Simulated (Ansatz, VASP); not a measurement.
**Cross-check of C (Diamond) between VASP and Ansatz**

Wanted: the spread between two codes on one cell, functional and k mesh. Other levels of theory on this material are compared in a session of their own.

Program: Ansatz 0.2.0. Level of theory: plane waves, with VASP 6.6.1 beside it; band structure at PBE. Results are calculated unless marked as measured.

## Step 1: Starting point

The structure is cubic, space group Fd-3m (No. 227). The conventional cell has a = 3.567 Å, b = 3.567 Å, c = 3.567 Å, α = 90.00°, β = 90.00°, γ = 90.00°. Nearest to C lie 4 C at 1.54 Å.

## Step 2: Ansatz: band structure, PBE

Ansatz runs on its default PAW (the set named soft_2) files.

Levels along a path test the potential and the projectors away from the mesh points.

input.yaml

```yaml
crystal:
  lattice:
    - [0.0, 1.78337, 1.78337]
    - [1.78337, 0.0, 1.78337]
    - [1.78337, 1.78337, 0.0]
  atoms:
    - { symbol: C, position: [0.0, 0.0, 0.0] }
    - { symbol: C, position: [0.25, 0.25, 0.25] }
hamiltonian:
  xc: pbe
  pseudopotentials: { kind: paw }
kpoints:
  mp_grid: { grid: [7, 7, 7] }
  band_path:
    path:
      - [0.0, 0.0, 0.0]
      - [0.16667, 0.0, 0.16667]
      - [0.33333, 0.0, 0.33333]
      - [0.36667, 0.0, 0.36667]
      - [0.5, 0.0, 0.5]
      - [0.5, 0.08333, 0.58333]
      - [0.5, 0.18333, 0.68333]
      - [0.5, 0.25, 0.75]
      - [0.45, 0.3, 0.75]
      - [0.40833, 0.34167, 0.75]
      - [0.35, 0.35, 0.7]
      - [0.225, 0.225, 0.45]
      - [0.075, 0.075, 0.15]
      - [0.03333, 0.03333, 0.03333]
      - [0.23333, 0.23333, 0.23333]
      - [0.4, 0.4, 0.4]
      - [0.51667, 0.46667, 0.51667]
      - [0.55833, 0.38333, 0.55833]
      - [0.60833, 0.28333, 0.60833]
      - [0.60833, 0.25, 0.64167]
      - [0.55833, 0.25, 0.69167]
      - [0.51667, 0.25, 0.73333]
      - [0.5, 0.3, 0.7]
      - [0.5, 0.38333, 0.61667]
      - [0.5, 0.48333, 0.51667]
      - [0.475, 0.475, 0.55]
      - [0.425, 0.425, 0.65]
      - [0.38333, 0.38333, 0.73333]
      - [0.59167, 0.18333, 0.59167]
      - [0.55, 0.1, 0.55]
      - [0.5, 0.0, 0.5]
    npoints: 1
scf:
  occupations: { method: gaussian, width: 0.02 }
  n_extra_bands: 7
output:
  forces: true
  stress: true
  eigenvalues: true
```

The run is started by

```
ansatz run input.yaml --threads 2 --pin off --max-ram 4608MiB --backend cpu --events-out ev --progress --plain --runs-dir out
```

Numbers of over 12 decimals in the logs are rounded to 6 here.

Output:

```text
scf.n_extra_bands = 7 over 4 filled bands (N_el = 8.0): the run solves 11 bands
Engine: ansatz 0.2.0, aarch64-unknown-linux-gnu
Pseudopotentials: kind: paw
Pseudopotential: C, paw, valence charge 4, recommended cutoff 420 eV (normal), C.paw.azcp
Functional definition: PBE
  parameter kappa = 0.804
  parameter beta = 0.066725
  exchange = pbe_x(kappa = kappa, mu = beta*pi^2/3)
  correlation = pbe_c(beta = beta)
Crystal: 2 atoms, lattice volume = 11.344 Å³
Basis set: ecut = 420 eV, 229 PW (Γ), exchange–correlation on 36×36×36 points (8 copies of the dense FFT grid, shifted against one another)
Bands: 11, of which v1, the nominal top of the filled ones, is band 4 counted from 1 (3 counted from 0)
Symmetry: 48 space group operations
Space group: Fd-3m (ITA 227), of the structure as read, at distance tolerance 2.2e-5 Å
k-points: 20 of 343
Non-local potential: C, projectors of the file, l = 0: 2, l = 1: 2, l = 2: 1
PAW form: soft (Blöchl's): semilocal exchange-correlation on the pseudo side does not see the compensation charge
PAW one-centre angular grid: C, 110 points (default); XC on 64 Gauss nodes
Initial density: superposition of atomic densities (neutral atoms: chi_scale 0, normalization atom), corrected by the library's trained network
Initial wavefunctions: pseudopotential atomic-orbital guess
Functional: x = pbe(κ = 0.804, μ = 0.219515), c = pbe(β = 0.066725)
SCF iter   1: F=—  HF=-501.612896 eV  |F-HF|=—  |Δ(HF+E_count)|=         —  Δρ=1.72e-3  dr2=8.74e-5  ethr=1.77e-3  ⟨swp⟩=5.5  Hψ=1250  notcnv=0  defer=1
preconditioner: auto → none  [insulator: Δε(μ)=4.280 eV  Ē_g=24.996 eV  σ=0.020 eV  W_gap=1.00  n_scr=0 (ndim 8)  ℏωp=31.2 eV  f_vac=0.000  D(μ)=0.00/eV (n_scr^D=0)  ε∞_Penn≈2.6]
SCF iter   2: F=—  HF=-501.612942 eV  |F-HF|=—  |Δ(HF+E_count)|=   4.56e-5  Δρ=9.58e-4  dr2=3.54e-5  ethr=1.09e-6  ⟨swp⟩=2.0  Hψ=470  notcnv=0  defer=33
SCF iter   3: F=—  HF=-501.612990 eV  |F-HF|=—  |Δ(HF+E_count)|=   4.79e-5  Δρ=2.95e-4  dr2=6.92e-6  ethr=4.42e-7  ⟨swp⟩=2.0  Hψ=268  notcnv=0  defer=33
SCF iter   4: F=—  HF=-501.612988 eV  |F-HF|=—  |Δ(HF+E_count)|=   2.02e-6  Δρ=1.09e-4  dr2=9.69e-7  ethr=8.65e-8  ⟨swp⟩=1.6  Hψ=213  notcnv=0  defer=33
iter 5 did not close the SCF: its close was put off for the readings that it lacked (scf_convergence_deferred on its scf_iter line)
SCF iter   5: F=-501.612987 eV  HF=-501.612987 eV  |F-HF|=4.33e-10  |Δ(HF+E_count)|=   3.57e-7  Δρ=4.96e-6  dr2=2.39e-9  ethr=1.21e-8  ⟨swp⟩=2.0  Hψ=249  notcnv=0  defer=33
SCF iter   6: F=-501.612987 eV  HF=-501.612987 eV  |F-HF|=1.32e-10  |Δ(HF+E_count)|=  1.49e-10  Δρ=1.98e-6  dr2=3.65e-10  ethr=2.99e-11  ⟨swp⟩=4.0  Hψ=897  notcnv=0
SCF 1 converged in 6 iterations: F = -501.612987 eV  dr2 = 3.65e-10
  greatest PAW one-centre occupation: 0.644 electrons in one spin orbital (limit 2), on the C atom at site 1 (counted from 0), in its partial waves of l = 0
NSCF: frozen V_eff on 31 k-points
SCF converged after 6 iterations
Free energy (F): -501.612987 eV
Harris-Foulkes:  -501.612987 eV  (|F-HF|=1.32e-10)
Internal energy: -501.612987 eV  (E = F + TS)
E sigma→0 (E₀):  -501.612987 eV
Fermi energy:    15.452607 eV
--- Per-component energies (eV) ---
  E_band       = 34.716635
  E_kinetic    = 184.554437
  E_local      = -122.420327  (includes V_loc(G=0)·N_el)
  E_nonlocal   = 53.315362
  E_hartree    = 26.776332
  E_xc         = -97.429931
  E_vxc        = -120.955159  (∫ρ·V_xc dr)
  E_paw        = -198.447514  (= ΣΔE_a)
  E_vpaw       = -13.330533  (= ΣTr[D̂ρ^β])
  E_aug_tail   = 0.000018  (compensation charges beyond the density's cutoff)
  E_ewald      = -347.961363
  E_smearing   = -0.000000  (= −TS)
  E_closure    = 0.000000  (closes the sum)
  Σ components = -501.612987   (vs F -501.612987, Δ=0.00e0)
--- Forces (eV/Å), atoms counted from 1 ---
  atom   1  C     -0.00000000    -0.00000000    -0.00000000
  atom   2  C      0.00000000    -0.00000000    -0.00000000
  max |Σ_I F_I| component: 2.78e-17 eV/Å
--- Stress (GPa, compression-positive) ---
        1.796672      -0.000000       0.000000
        0.000000       1.796672       0.000000
       -0.000000       0.000000       1.796672
  P = ⅓ Tr σ = 1.7967 GPa (17.967 kbar)
--- Band table (eV; the first three rows and the last of 20) ---
  k-point 0: bands = [-8.1618, 13.3177, 13.3177, 13.3177, 18.9113, 18.9113, 18.9113, 26.5957, ... 3 higher]
  k-point 1: bands = [-7.5980, 10.3384, 12.5061, 12.5061, 19.9745, 19.9745, 20.4255, 27.0778, ... 3 higher]
  k-point 2: bands = [-5.9307, 5.5131, 11.2976, 11.2976, 21.3707, 21.3707, 21.6679, 28.2079, ... 3 higher]
  k-point 19: bands = [0.2962, 1.9644, 4.1716, 6.7204, 21.4717, 25.0804, 26.0876, 26.9318, ... 3 higher]
```

Wall time 0.35 s (2 threads of Arm Neoverse V1, shared host); peak memory 0.23 GiB.

## Step 3: VASP: band structure, PBE

The same cell, functional, mesh and smearing now go to VASP, with its own data sets and cutoff.

Lines of VASP's logs that name or quote its potential files are left out, and so is its time.

INCAR

```
SYSTEM = C
PREC = Accurate
ENCUT = 520
EDIFF = 1E-06
NELM = 100
ISMEAR = 0
SIGMA = 0.02
LREAL = .FALSE.
ALGO = Normal
GGA = PE
NBANDS = 16
LORBIT = 11
LWAVE = .FALSE.
LCHARG = .FALSE.
KPAR = 4
```

POSCAR

```
C
1.0
    0.0000000000      1.7833700000      1.7833700000
    1.7833700000      0.0000000000      1.7833700000
    1.7833700000      1.7833700000      0.0000000000
C
2
Direct
    0.0000000000      0.0000000000      0.0000000000
    0.2500000000      0.2500000000      0.2500000000
```

KPOINTS

```
Automatic mesh
0
Gamma
7 7 7
0 0 0
```

KPOINTS_OPT

```
Line mode
16
Line-mode
Reciprocal
  0.00000000   0.00000000   0.00000000 GAMMA
  0.50000000   0.00000000   0.50000000 X

  0.50000000   0.00000000   0.50000000 X
  0.50000000   0.25000000   0.75000000 W

  0.50000000   0.25000000   0.75000000 W
  0.37500000   0.37500000   0.75000000 K

  0.37500000   0.37500000   0.75000000 K
  0.00000000   0.00000000   0.00000000 GAMMA

  0.00000000   0.00000000   0.00000000 GAMMA
  0.50000000   0.50000000   0.50000000 L

  0.50000000   0.50000000   0.50000000 L
  0.62500000   0.25000000   0.62500000 U

  0.62500000   0.25000000   0.62500000 U
  0.50000000   0.25000000   0.75000000 W

  0.50000000   0.25000000   0.75000000 W
  0.50000000   0.50000000   0.50000000 L

  0.50000000   0.50000000   0.50000000 L
  0.37500000   0.37500000   0.75000000 K

  0.62500000   0.25000000   0.62500000 U
  0.50000000   0.00000000   0.50000000 X
```

The projector-augmented-wave data sets are C (PBE family, release 64).

The run is started by

```
mpirun -np 4 vasp_std
```

Output:

```text
[banner, memory and clock lines left out]
running    4 mpi-ranks, on    1 nodes
 distrk:  each k-point on    1 cores,    4 groups
 distr:  one band on    1 cores,    1 groups

 POSCAR found type information on POSCAR C
 POSCAR found :  1 types and       2 ions
 LDA part: xc-table for (Slater+PW92), standard interpolation
 POSCAR, INCAR and KPOINTS ok, starting setup
 FFT: planning ... GRIDC
 FFT: planning ... GRID_SOFT
 FFT: planning ... GRID
 WAVECAR not read
 entering main loop
       N       E                     dE             d eps       ncg     rms          rms(c)
DAV:   1     0.370646612931E+01    0.37065E+01   -0.44799E+03   640   0.496E+02
DAV:   2    -0.185061751732E+02   -0.22213E+02   -0.21497E+02   864   0.112E+02
DAV:   3    -0.188219643975E+02   -0.31579E+00   -0.31568E+00   720   0.995E+00
DAV:   4    -0.188222050956E+02   -0.24070E-03   -0.24069E-03   848   0.348E-01
DAV:   5    -0.188222052994E+02   -0.20383E-06   -0.20383E-06   696   0.864E-03    0.556E+00
DAV:   6    -0.183420772724E+02    0.48013E+00   -0.17066E-01   704   0.242E+00    0.332E+00
DAV:   7    -0.181805550259E+02    0.16152E+00   -0.22356E-01   736   0.277E+00    0.780E-01
DAV:   8    -0.181824814369E+02   -0.19264E-02   -0.91848E-03   696   0.547E-01    0.668E-02
DAV:   9    -0.181824975632E+02   -0.16126E-04   -0.32057E-05   848   0.345E-02    0.250E-02
DAV:  10    -0.181825235267E+02   -0.25963E-04   -0.17006E-05   736   0.260E-02    0.429E-03
DAV:  11    -0.181825233737E+02    0.15299E-06   -0.12864E-07   624   0.243E-03
   1 F= -.18182523E+02 E0= -.18182523E+02  d E =-.377056E-79
 Start KPOINTS_OPT (optional k-point list driver)
k-point batch [1-20\160]
       N       E                     dE             ncg
DAV:   1     0.698413581807E+03   -0.51734E+04      640
DAV:   2     0.268292160867E+03   -0.43012E+03      848
DAV:   3     0.262046619687E+03   -0.62455E+01      688
DAV:   4     0.262042576126E+03   -0.40436E-02      848
DAV:   5     0.262042572858E+03   -0.32673E-05      720
DAV:   6     0.262042572855E+03   -0.28193E-08      664
[...]
k-point batch [141-160\160]
       N       E                     dE             ncg
DAV:   1     0.453591146825E+03   -0.92554E+04      648
DAV:   2     0.765511918884E+01   -0.44594E+03      856
DAV:   3     0.203346180353E+01   -0.56217E+01      792
DAV:   4     0.202984634109E+01   -0.36155E-02      824
DAV:   5     0.202984369260E+01   -0.26485E-05      784
DAV:   6     0.202984369007E+01   -0.25261E-08      688
```

OUTCAR, selected parts (step 3):

```text
ion  position               nearest neighbor table
   1  0.000  0.000  0.000-   2 1.54   2 1.54   2 1.54   2 1.54
   2  0.250  0.250  0.250-   1 1.54   1 1.54   1 1.54   1 1.54

  LATTYP: Found a face centered cubic cell.
 ALAT       =     3.5667400000

 Subroutine GETGRP returns: Found 48 space group operations
 (whereof 24 operations were pure point group operations)

The static configuration has the point symmetry T_d .
 The point group associated with its full space group is O_h .

 Found     20 irreducible k-points:

   k-points           NKPTS =     20   k-points in BZ     NKDIM =     20   number of bands    NBANDS=     16

   dimension x,y,z NGX =    20 NGY =   20 NGZ =   20
   dimension x,y,z NGXF=    40 NGYF=   40 NGZF=   40

   ENCUT  =  520.0 eV  38.22 Ry    6.18 a.u.   4.69  4.69  4.69*2*pi/ulx,y,z

   NELECT =       8.0000    total number of electrons

 k-points in reciprocal lattice and weights: Automatic mesh
   0.00000000  0.00000000  0.00000000       0.003
   0.14285714  0.00000000  0.00000000       0.023
   0.28571429  0.00000000  0.00000000       0.023
   0.42857143  0.00000000  0.00000000       0.023
   0.14285714  0.14285714  0.00000000       0.017
   0.28571429  0.14285714  0.00000000       0.070
   0.42857143  0.14285714  0.00000000       0.070
  -0.42857143  0.14285714  0.00000000       0.070
  -0.28571429  0.14285714  0.00000000       0.070
[...]
-0.42857143  0.42857143  0.14285714       0.070
  -0.28571429  0.42857143  0.14285714       0.070

 average (electrostatic) potential at core
       1 -45.3803       2 -45.3803

 E-fermi :   9.9948

 k-point     1 :       0.0000    0.0000    0.0000
  band No.  band energies     occupation
      1     -11.7466      2.00000
      2       9.7312      2.00000
      3       9.7312      2.00000
      4       9.7312      2.00000
      5      15.3208      0.00000
      6      15.3208      0.00000
      7      15.3208      0.00000
      8      23.0632      0.00000
      9      29.0247      0.00000
    ...

 k-point     2 :       0.1429    0.0000    0.0000
  band No.  band energies     occupation
      1     -11.1823      2.00000
      2       6.7539      2.00000
      3       8.9222      2.00000
      4       8.9222      2.00000
      5      16.3850      0.00000
      6      16.3850      0.00000
      7      16.8390      0.00000
      8      23.5401      0.00000
      9      29.8253      0.00000
    ...

 k-point     3 :       0.2857    0.0000    0.0000
  band No.  band energies     occupation
      1      -9.5144      2.00000
      2       1.9292      2.00000
      3       7.7161      2.00000
      4       7.7161      2.00000
      5      17.7790      0.00000
      6      17.7790      0.00000
      7      18.0911      0.00000
      8      24.6541      0.00000
      9      30.5351      0.00000
    ...

  Total        0.1756654      0.1756654      0.1756654      0.0000000      0.0000000      0.0000000
  in kB       24.8108969     24.8108969     24.8108969      0.0000000      0.0000000      0.0000000
  external PRESSURE =      24.8108969 kB  Pullay stress =       0.0000000 kB

  energy-cutoff  :      520.00
  volume of cell :       11.34
      direct lattice vectors                 reciprocal lattice vectors
     0.000000000  1.783370000  1.783370000    -0.280368067  0.280368067  0.280368067
     1.783370000  0.000000000  1.783370000     0.280368067 -0.280368067  0.280368067
     1.783370000  1.783370000  0.000000000     0.280368067  0.280368067 -0.280368067

 POSITION                                       TOTAL-FORCE (eV/Angst)
 -----------------------------------------------------------------------------------
      0.00000      0.00000      0.00000         0.000000      0.000000      0.000000
      0.89168      0.89168      0.89168        -0.000000     -0.000000     -0.000000
 -----------------------------------------------------------------------------------
    total drift:                                0.000000      0.000000      0.000000

  FREE ENERGIE OF THE ION-ELECTRON SYSTEM (eV)
  ---------------------------------------------------
  free  energy   TOTEN  =       -18.1825233737 eV

  energy  without entropy=      -18.1825233737  energy(sigma->0) =      -18.18252337

 total charge
# of ion       s       p       d       tot
------------------------------------------
    1        0.829   1.748   0.000   2.577
    2        0.829   1.748   0.000   2.577
--------------------------------------------------
tot          1.658   3.496   0.000   5.154

[... 3 further parts left out ...]
```

The run ends at a pressure of 2.48 GPa.

## Step 4: Comparison

Known differences besides the potentials themselves: the cutoff is 420 eV in Ansatz and 520 eV in VASP; VASP leaves aspherical gradient terms in its spheres out (LASPH is not set), Ansatz keeps them. Total energies have different zeros and are not compared.

Compared:

| quantity | Ansatz | VASP | difference |
| --- | --- | --- | --- |
| pressure (GPa) | 1.80 | 2.48 | -0.68 |
| pressure without Ansatz's Pulay correction (GPa) | 0.78 | 2.48 | -1.70 |
| gap over the path points (eV) | 4.136 | 4.128 | +0.008 |

Levels at points of the path, from each program's valence-band top (eV; 3 filled, then empty):

| k (reciprocal lattice) | Ansatz | VASP |
| --- | --- | --- |
| 0.000 0.000 0.000 | 0.00 0.00 0.00 5.59 5.59 5.59 | 0.00 0.00 0.00 5.59 5.59 5.59 |
| 0.167 0.000 0.167 | -2.57 -2.57 -2.24 4.93 9.02 9.02 | -2.57 -2.57 -2.24 4.93 9.03 9.03 |
| 0.333 0.000 0.333 | -7.18 -5.32 -5.32 4.16 7.74 14.04 | -7.18 -5.31 -5.31 4.15 7.74 14.04 |
| 0.367 0.000 0.367 | -8.30 -5.67 -5.67 4.14 6.92 14.91 | -8.30 -5.66 -5.66 4.13 6.92 14.92 |
| 0.500 0.000 0.500 | -12.77 -6.31 -6.31 4.77 4.77 16.80 | -12.76 -6.30 -6.30 4.76 4.76 16.81 |
| 0.500 0.083 0.583 | -12.61 -6.82 -6.82 5.77 5.77 16.27 | -12.61 -6.82 -6.82 5.76 5.76 16.29 |
| 0.500 0.183 0.683 | -12.15 -7.99 -7.99 8.80 8.80 14.00 | -12.14 -7.98 -7.98 8.80 8.80 14.01 |
| 0.500 0.250 0.750 | -11.98 -8.33 -8.33 10.62 10.62 12.30 | -11.97 -8.32 -8.32 10.62 10.62 12.32 |
| 0.450 0.300 0.750 | -11.66 -8.95 -7.00 8.13 10.85 13.14 | -11.66 -8.95 -7.00 8.13 10.85 13.15 |
| 0.408 0.342 0.750 | -11.71 -9.25 -5.77 6.24 10.77 14.04 | -11.71 -9.24 -5.76 6.24 10.77 14.05 |

Among the levels compared at these points, filled levels agree within 9 meV and empty ones within 19 meV. Ansatz's pressure holds a Pulay correction of 1.02 GPa; VASP's holds none.

## Step 5: What came out

* difference in gap over the path points (band structure, PBE): 0.0077 eV
* difference in pressure (band structure, PBE): -0.68 GPa

What this shows: The difference in pressure is -0.68 GPa (band structure, PBE), within the 1 GPa picked in this series as the mark of a large difference. 9 further runs of this series are not shown here. How closely two codes agree says nothing of how well the functional describes the real material.

[Lines on the potential files, build, host, timing and source positions are cut from VASP's logs without a mark.]

[Logs are printed without paths, hosts, clocks, repeated set-up lines and the standing remarks that a program may print on its own settings, such as how far it seeks lower states.]

[Hosts, paths, dates, database ids (printed as entryN), source tags and the programs' standing remarks are cut or masked in the printed files.]
